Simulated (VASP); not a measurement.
These are r2SCAN meta-GGA, VASP's PBE PAW potentials (set 64) (plane waves; VASP 6.6.1) values and carry that method's errors.

VASP ran on this input.

**POSCAR**
```
Pt
1
    0.0000000000     2.8582798269     2.8582798269
    2.8582798269    -0.0000000000     2.8582798269
    2.8582798269     2.8582798269    -0.0000000000
Pt
2
Direct
  0.7500000000   0.7500000000   0.7500000000
  0.5000000000   0.5000000000   0.5000000000
```

**INCAR**
```
! general
SYSTEM   =  Pt
PREC     =  Accurate
ENCUT    =  400   ! plane-wave cut-off (eV)
LREAL    =  .False.   ! projection in real space or not
LASPH    =  .True.

! electronic loop
EDIFF    =  1E-7
NELM     =  100   ! most electronic steps
ALGO     =  Normal   ! blocked Davidson
LMAXMIX  =  6   ! l cut-off of mixed one-centre charges
LMIXTAU  =  .True.

! smearing
ISMEAR   =  -5

! functional
METAGGA  =  R2SCAN

! ions
ISIF     =  2   ! forces and stress, cell fixed

! output
LWAVE    =  .False.
LCHARG   =  .False.
LORBIT   =  11   ! lm-projected
NEDOS    =  601   ! DOS grid
```

File KPOINTS_OPT:
```
k-points along high-symmetry lines
10
Line-mode
Reciprocal
  0.000000   0.000000   0.000000 ! GAMMA
  0.500000   0.000000   0.500000 ! X

  0.500000   0.000000   0.500000 ! X
  0.625000   0.250000   0.625000 ! U

  0.375000   0.375000   0.750000 ! K
  0.000000   0.000000   0.000000 ! GAMMA

  0.000000   0.000000   0.000000 ! GAMMA
  0.500000   0.500000   0.500000 ! L

  0.500000   0.500000   0.500000 ! L
  0.500000   0.250000   0.750000 ! W

  0.500000   0.250000   0.750000 ! W
  0.500000   0.000000   0.500000 ! X
```

KPOINTS:
```
Automatic mesh
0
Gamma
12 12 12
0 0 0
```

POTCAR, in this order: Pt (PBE.64 set). Program: vasp_std.

The resulting files:

### OUTCAR
```
 ion  position               nearest neighbor table
   1  0.750  0.750  0.750-   2 2.48   2 2.48   2 2.48   2 2.48
   2  0.500  0.500  0.500-   1 2.48   1 2.48   1 2.48   1 2.48
  LATTYP: Found a face centered cubic cell.
 ALAT       =     5.7165596538
 Subroutine PRICEL returns:
 Original cell was already a primitive cell.
 Subroutine GETGRP returns: Found 48 space group operations
The static configuration has the point symmetry T_d .
 The point group associated with its full space group is O_h .
The dynamic configuration has the point symmetry T_d .
 Subroutine INISYM returns: Found 48 space group operations
 Subroutine IBZKPT returns following result:
 Found     72 irreducible k-points:

 Following reciprocal coordinates:
            Coordinates               Weight
  0.000000  0.000000  0.000000      1.000000
  0.083333  0.000000  0.000000      8.000000
  0.166667  0.000000  0.000000      8.000000
  0.250000  0.000000  0.000000      8.000000
  0.333333  0.000000  0.000000      8.000000
  0.416667  0.000000  0.000000      8.000000
  0.500000  0.000000  0.000000      4.000000
  0.083333  0.083333  0.000000      6.000000
...
```

**OSZICAR**
```
       N       E                     dE             d eps       ncg     rms          rms(c)
DAV:   1    -0.722203383453E+01   -0.72220E+01   -0.90039E+03  2024   0.109E+03
DAV:   2    -0.106047568724E+03   -0.98826E+02   -0.94331E+02  2468   0.231E+02
DAV:   3    -0.108082062842E+03   -0.20345E+01   -0.20173E+01  2268   0.355E+01
DAV:   4    -0.108099373807E+03   -0.17311E-01   -0.17292E-01  2238   0.346E+00
DAV:   5    -0.108099685261E+03   -0.31145E-03   -0.31118E-03  2262   0.485E-01    0.137E+01
DAV:   6    -0.100686914002E+03    0.74128E+01   -0.82566E+00  2142   0.231E+01    0.945E+00
DAV:   7    -0.100719955873E+03   -0.33042E-01   -0.35858E-01  2058   0.491E+00    0.498E+00
DAV:   8    -0.100659157446E+03    0.60798E-01   -0.23696E-01  2076   0.424E+00    0.831E-01
DAV:   9    -0.100760269157E+03   -0.10111E+00   -0.38745E-02  2082   0.171E+00    0.255E-01
DAV:  10    -0.100740994980E+03    0.19274E-01   -0.62061E-03  2106   0.739E-01    0.175E-01
DAV:  11    -0.100759934110E+03   -0.18939E-01   -0.68345E-03  2106   0.701E-01    0.425E-02
DAV:  12    -0.100760690878E+03   -0.75677E-03   -0.10333E-03  2226   0.262E-01    0.182E-02
DAV:  13    -0.100760736892E+03   -0.46015E-04   -0.18827E-04  2076   0.143E-01    0.157E-02
DAV:  14    -0.100760875622E+03   -0.13873E-03   -0.18543E-05  2088   0.420E-02    0.684E-03
DAV:  15    -0.100760977555E+03   -0.10193E-03   -0.60112E-05  2196   0.593E-02    0.163E-03
DAV:  16    -0.100760978009E+03   -0.45414E-06   -0.40057E-07  2128   0.594E-03    0.160E-03
DAV:  17    -0.100760981955E+03   -0.39456E-05   -0.19336E-06  2166   0.111E-02    0.826E-04
DAV:  18    -0.100760982638E+03   -0.68362E-06   -0.15597E-07  1484   0.568E-03    0.332E-04
DAV:  19    -0.100760982982E+03   -0.34308E-06   -0.13747E-08  1062   0.922E-04    0.183E-04
DAV:  20    -0.100760983394E+03   -0.41257E-06   -0.95197E-09  1038   0.757E-04    0.720E-05
DAV:  21    -0.100760983612E+03   -0.21795E-06   -0.15772E-09  1032   0.284E-04    0.496E-05
DAV:  22    -0.100760983595E+03    0.17454E-07   -0.17553E-10  1026   0.117E-04
   1 F= -.10076098E+03 E0= -.10076098E+03  d E =0.000000E+00
       N       E                     dE             ncg
```

File OUTCAR:
```
------------------------ aborting loop because EDIFF is reached ----------------------------------------
  FORCE on cell =-STRESS in cart. coord.  units (eV):
  Direction    XX          YY          ZZ          XY          YZ          ZX
  --------------------------------------------------------------------------------------
  Total        0.0164786      0.0164786      0.0164786      0.0000000      0.0000000     -0.0000000
  in kB        0.5653097      0.5653097      0.5653097      0.0000000      0.0000000     -0.0000000
  external PRESSURE =       0.5653097 kB  Pullay stress =       0.0000000 kB
  volume of cell :       46.70
      direct lattice vectors                 reciprocal lattice vectors
     0.000000000  2.858279827  2.858279827    -0.174930388  0.174930388  0.174930388
     2.858279827  0.000000000  2.858279827     0.174930388 -0.174930388  0.174930388
     2.858279827  2.858279827  0.000000000     0.174930388  0.174930388 -0.174930388
 POSITION                                       TOTAL-FORCE (eV/Angst)
 -----------------------------------------------------------------------------------
      4.28742      4.28742      4.28742         0.000000      0.000000      0.000000
      2.85828      2.85828      2.85828        -0.000000      0.000000     -0.000000
 -----------------------------------------------------------------------------------
    total drift:                                0.000000      0.000000      0.000000
  FREE ENERGIE OF THE ION-ELECTRON SYSTEM (eV)
  ---------------------------------------------------
  free  energy   TOTEN  =      -100.7609835946 eV

  energy  without entropy=     -100.7609835946  energy(sigma->0) =     -100.76098359

 total charge

# of ion       s       p       d       tot
------------------------------------------
    1        0.743   0.480   8.007   9.230
    2        0.743   0.480   8.007   9.230
--------------------------------------------------
tot          1.487   0.960  16.013  18.460
```
(Selected blocks of OUTCAR.)

### OUTCAR
```
 val. band max:        5.2295950945   @ k =  -0.3333   0.4167   0.0833

 cond. band min:       5.2121221195   @ k =  -0.2500   0.0833   0.0000


 Fermi energy:         5.2095350717

 k-point     1 :       0.0000    0.0000    0.0000
  band No.  band energies     occupation
      1      -2.1886      2.00000
      2       0.3590      2.00000
      3       0.3590      2.00000
      4       0.5573      2.00000
      5       0.5573      2.00000
      6       0.5573      2.00000
      7       3.2291      2.00000
      8       3.2291      2.00000
      9       3.2291      2.00000
     10       5.0910      2.00000
     11       5.0910      2.00000
     12      16.3489      0.00000
     13      16.3690      0.00000
     14      17.5111      0.00000

 k-point     2 :       0.0833    0.0000    0.0000
  band No.  band energies     occupation
      1      -2.0800      2.00000
      2       0.2585      2.00000
      3       0.2585      2.00000
      4       0.5473      2.00000
      5       0.6952      2.00000
      6       0.6952      2.00000
      7       3.1715      2.00000
      8       3.2134      2.00000
      9       3.2134      2.00000
     10       5.0905      2.00000
     11       5.0905      2.03817
     12      15.0433      0.00000
     13      16.2127      0.00000
     14      16.8257      0.00000

 k-point     3 :       0.1667    0.0000    0.0000
  band No.  band energies     occupation
      1      -1.7702      2.00000
      2       0.1612      2.00000
      3       0.1612      2.00000
      4       0.5215      2.00000
      5       0.8803      2.00000
      6       0.8803      2.00000
      7       3.0383      2.00000
      8       3.1964      2.00000
      9       3.1964      2.00000
     10       5.0794      2.00000
     11       5.0794      2.53469
     12      12.7630      0.00000
     13      15.8617      0.00000
     14      15.8617      0.00000

 k-point     4 :       0.2500    0.0000    0.0000
  band No.  band energies     occupation
...
```

For a metal the tetrahedron method with Blöchl corrections gives inexact stress and forces. Unless said otherwise, spin-orbit coupling is left out, though it shifts the bands of the heavy elements here.

The structure was generated: Pt was put into the diamond type (Fd-3m), which need not be its known phase. It was relaxed first, which changed the volume by +15 %.
